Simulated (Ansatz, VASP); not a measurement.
One calculation of HfIn4SiO6, two programs

File INCAR:

```
SYSTEM = HfIn4SiO6
ALGO = Normal
EDIFF = 1E-7
ENCUT = 520
GGA = PE
ISIF = 2
ISMEAR = -1
KPAR = 4
LASPH = .True.
LCHARG = .False.
LREAL = .False.
LWAVE = .False.
NBANDS = 63
NELM = 80
PREC = Accurate
SIGMA = 0.05
```

Contents of KPOINTS:

```
k-points
0
Gamma
  6 6 4
  0 0 0
```

POSCAR

```
HfIn4SiO6
1.0
    2.6976222696     -4.6720014649      0.0082740923
    2.6976222696      4.6720014649      0.0082740923
   -1.8665378750      0.0000000000      7.3515955503
Hf In Si O
1 4 1 6
Direct
    0.7883500000      0.2116500000      0.0000000000
    0.6217500000      0.3782500000      0.5000000000
    0.4550200000      0.5449800000      0.0000000000
    0.2840700000      0.7159300000      0.5000000000
    0.9581400000      0.0418600000      0.5000000000
    0.1216800000      0.8783200000      0.0000000000
    0.0621900000      0.1141500000      0.8666600000
    0.8858500000      0.9378100000      0.1333400000
    0.7949000000      0.5378400000      0.8666300000
    0.4621600000      0.2051000000      0.1333700000
    0.1535200000      0.6287900000      0.1333300000
    0.3712100000      0.8464800000      0.8666700000
```

Contents of input.yaml:

```yaml
crystal:
  lattice:
    - [2.6976222696, -4.6720014649, 0.0082740923]
    - [2.6976222696, 4.6720014649, 0.0082740923]
    - [-1.866537875, 0.0, 7.3515955503]
  atoms:
    - { symbol: Hf, position: [0.78835, 0.21165, 0.0] }
    - { symbol: In, position: [0.62175, 0.37825, 0.5] }
    - { symbol: In, position: [0.45502, 0.54498, 0.0] }
    - { symbol: In, position: [0.28407, 0.71593, 0.5] }
    - { symbol: In, position: [0.95814, 0.04186, 0.5] }
    - { symbol: Si, position: [0.12168, 0.87832, 0.0] }
    - { symbol: O, position: [0.06219, 0.11415, 0.86666] }
    - { symbol: O, position: [0.88585, 0.93781, 0.13334] }
    - { symbol: O, position: [0.7949, 0.53784, 0.86663] }
    - { symbol: O, position: [0.46216, 0.2051, 0.13337] }
    - { symbol: O, position: [0.15352, 0.62879, 0.13333] }
    - { symbol: O, position: [0.37121, 0.84648, 0.86667] }
hamiltonian:
  xc: pbe
  pseudopotentials: { kind: paw }
kpoints:
  mp_grid: { grid: [6, 6, 4] }
scf:
  occupations: { method: fermi_dirac, width: 0.05 }
output:
  forces: true
  stress: true
  eigenvalues: true
```

Change from the starting cell: volume scaled by 0.98.

Alike in both runs: task single point; functional PBE; k mesh 6 × 6 × 4; occupations fermi-dirac, width 0.05 eV; no spin polarisation.

```csv
,VASP,Ansatz
version,VASP 6.6.1,Ansatz 0.2.0
potentials or method,"VASP PAW PBE potentials, release 64 (Hf_pv, In_d, Si, O)",Ansatz PAW
plane-wave cutoff (eV),520,420
valence electrons in the cell,102,118
```

Ansatz gave:

| Property | Result |
| --- | --- |
| gap on the k mesh at the Fermi level (eV) | none |
| pressure (GPa) | 2.5 |
| largest component of the traceless stress (GPa) | 0.82 |
| rms of the force components (eV/Å) | 0.091 |

Which values does VASP return?

gap on the k mesh at the Fermi level (eV): none; pressure (GPa): 2.1; largest component of the traceless stress (GPa): 0.74; rms of the force components (eV/Å): 0.080.

Atom by atom the forces differ by 0.056 eV/Å (rms over components). A gap of «none» marks a metal or a gap that the smearing closes. With one functional, cell and mesh, what is left measures potentials, basis and numerics. The two sets of potentials don't hold the same shells in valence.

Caveats: the pressure holds a Pulay correction of +0.5 GPa for the finite cutoff (Ansatz). The runs have no spin-orbit coupling, so splittings on Hf are missing.
